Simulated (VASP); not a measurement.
Calculation: PBE GGA, VASP's PBE PAW potentials (set 64) (plane waves; VASP 6.6.1).

VASP input:

**KPOINTS**
```
Automatic mesh
0
Gamma
6 6 6
0 0 0
```

**INCAR**
```
# general
SYSTEM   =  KTaO3
PREC     =  Accurate
ENCUT    =  620
LREAL    =  .FALSE.   # projection in real space or not
LASPH    =  .TRUE.

# electronic loop
EDIFF    =  1E-6   # SCF stop (eV)
NELM     =  100
ALGO     =  Normal
LMAXMIX  =  6

# smearing
ISMEAR   =  0
SIGMA    =  0.05   # width (eV)

# functional
GGA      =  PE

# ions
IBRION   =  2   # conjugate gradients
NSW      =  40   # most ionic steps
ISIF     =  3
EDIFFG   =  -0.02   # ionic stop
PSTRESS  =  450   # kbar

# output
LWAVE    =  .FALSE.
LCHARG   =  .FALSE.
```

**POSCAR**
```
KTaO3
1.0
  3.8123605637   0.0000000000   0.0000000000
  0.0000000000   3.8123605637   0.0000000000
  0.0000000000   0.0000000000   3.8123605637
K Ta O
1 1 3
Cartesian
  0.0000000000   0.0000000000   0.0000000000
  1.9061802818   1.9061802818   1.9061802818
  1.9061802818   0.0000000000   1.9061802818
  0.0000000000   1.9061802818   1.9061802818
  1.9061802818   1.9061802818   0.0000000000
```

POTCAR, in this order: K_sv Ta_pv O (PBE.64 set). Program: vasp_std.

Output of the run:

OSZICAR:
```
       N       E                     dE             d eps       ncg     rms          rms(c)
DAV:   1     0.376828446052E+03    0.37683E+03   -0.24649E+04   920   0.198E+03
DAV:   2    -0.258255055074E+02   -0.40265E+03   -0.39598E+03  1104   0.495E+02
DAV:   3    -0.475453552656E+02   -0.21720E+02   -0.21675E+02  1151   0.111E+02
DAV:   4    -0.480652322114E+02   -0.51988E+00   -0.51964E+00  1629   0.150E+01
DAV:   5    -0.480677031741E+02   -0.24710E-02   -0.24708E-02  1165   0.992E-01    0.472E+01
DAV:   6    -0.399384576139E+02    0.81292E+01   -0.38598E+01  1097   0.491E+01    0.197E+01
DAV:   7    -0.398946536340E+02    0.43804E-01   -0.15685E+00  1233   0.922E+00    0.116E+01
DAV:   8    -0.398598695091E+02    0.34784E-01   -0.20175E-01  1191   0.401E+00    0.124E+00
DAV:   9    -0.398562712713E+02    0.35982E-02   -0.29019E-02  1243   0.109E+00    0.173E-01
DAV:  10    -0.398565648702E+02   -0.29360E-03   -0.21900E-03  1286   0.459E-01    0.973E-02
DAV:  11    -0.398565670575E+02   -0.21873E-05   -0.44870E-04  1187   0.172E-01    0.397E-02
DAV:  12    -0.398565766744E+02   -0.96169E-05   -0.73371E-05  1365   0.710E-02    0.103E-02
DAV:  13    -0.398565766337E+02    0.40734E-07   -0.42900E-06  1091   0.198E-02
   1 F= -.24293916E+02 E0= -.24293916E+02  d E =-.242939E+02
```

File OUTCAR:
```
------------------------ aborting loop because EDIFF is reached ----------------------------------------
  FORCE on cell =-STRESS in cart. coord.  units (eV):
  Direction    XX          YY          ZZ          XY          YZ          ZX
  --------------------------------------------------------------------------------------
  Total       15.5497893     15.5497893     15.5497893     -0.0000000     -0.0000000     -0.0000000
  in kB      449.6278307    449.6278307    449.6278307     -0.0000000     -0.0000000     -0.0000000
  external PRESSURE =      -0.3721693 kB  Pullay stress =     450.0000000 kB
  volume of cell :       55.41
      direct lattice vectors                 reciprocal lattice vectors
     3.812360564  0.000000000  0.000000000     0.262304675  0.000000000  0.000000000
     0.000000000  3.812360564  0.000000000     0.000000000  0.262304675  0.000000000
     0.000000000  0.000000000  3.812360564     0.000000000  0.000000000  0.262304675
 POSITION                                       TOTAL-FORCE (eV/Angst)
 -----------------------------------------------------------------------------------
      0.00000      0.00000      0.00000         0.000000      0.000000      0.000000
      1.90618      1.90618      1.90618         0.000000      0.000000      0.000000
      1.90618      0.00000      1.90618         0.000000      0.000000      0.000000
      0.00000      1.90618      1.90618         0.000000      0.000000      0.000000
      1.90618      1.90618      0.00000         0.000000      0.000000      0.000000
 -----------------------------------------------------------------------------------
    total drift:                                0.000000     -0.000000     -0.000000
  FREE ENERGIE OF THE ION-ELECTRON SYSTEM (eV)
  ---------------------------------------------------
  free  energy   TOTEN  =       -39.8565766337 eV

  energy  without entropy=      -39.8565766337  energy(sigma->0) =      -39.85657663
  enthalpy is  TOTEN    =       -24.2939163767 eV   P V=       15.5626602569

 reached required accuracy - stopping structural energy minimisation
```
(Selected blocks of OUTCAR.)

### OUTCAR
```
 val. band max:        2.7864253169   @ k =   0.5000   0.5000   0.5000

 cond. band min:       5.2363385002   @ k =   0.0000   0.0000   0.0000


 Fermi energy:         3.0525013350

 k-point     1 :       0.0000    0.0000    0.0000
  band No.  band energies     occupation
      1     -30.7458      2.00000
      2     -30.7458      2.00000
      3     -30.7458      2.00000
      4     -24.4602      2.00000
      5     -15.2579      2.00000
      6     -14.5504      2.00000
      7     -14.5504      2.00000
      8      -8.0446      2.00000
      9      -8.0446      2.00000
     10      -8.0446      2.00000
     11       0.4752      2.00000
     12       0.4752      2.00000
     13       0.4752      2.00000
     14       1.4987      2.00000
     15       1.4987      2.00000
     16       1.4987      2.00000
     17       2.2863      2.00000
     18       2.2863      2.00000
     19       2.2863      2.00000
     20       5.2363      0.00000
     21       5.2363      0.00000
     22       5.2363      0.00000
     23      10.5581      0.00000

 k-point     2 :       0.1667    0.0000    0.0000
  band No.  band energies     occupation
      1     -30.7908      2.00000
      2     -30.7440      2.00000
      3     -30.7440      2.00000
      4     -24.4446      2.00000
      5     -15.1950      2.00000
      6     -14.5417      2.00000
      7     -14.3042      2.00000
      8      -8.0310      2.00000
      9      -8.0310      2.00000
     10      -7.9796      2.00000
     11      -0.2287      2.00000
     12       0.3724      2.00000
     13       0.3724      2.00000
     14       1.0742      2.00000
     15       1.0742      2.00000
     16       1.3366      2.00000
     17       1.4014      2.00000
     18       2.1633      2.00000
     19       2.1633      2.00000
     20       5.2920      0.00000
     21       6.1962      0.00000
     22       6.1962      0.00000
     23      11.0655      0.00000

 k-point     3 :       0.3333    0.0000    0.0000
...
```

Unless said otherwise, spin-orbit coupling is left out, though it shifts the bands of the heavy elements here.

The compound is KTaO3 in the cubic perovskite structure. It was relaxed first under an external pressure of 45 GPa.
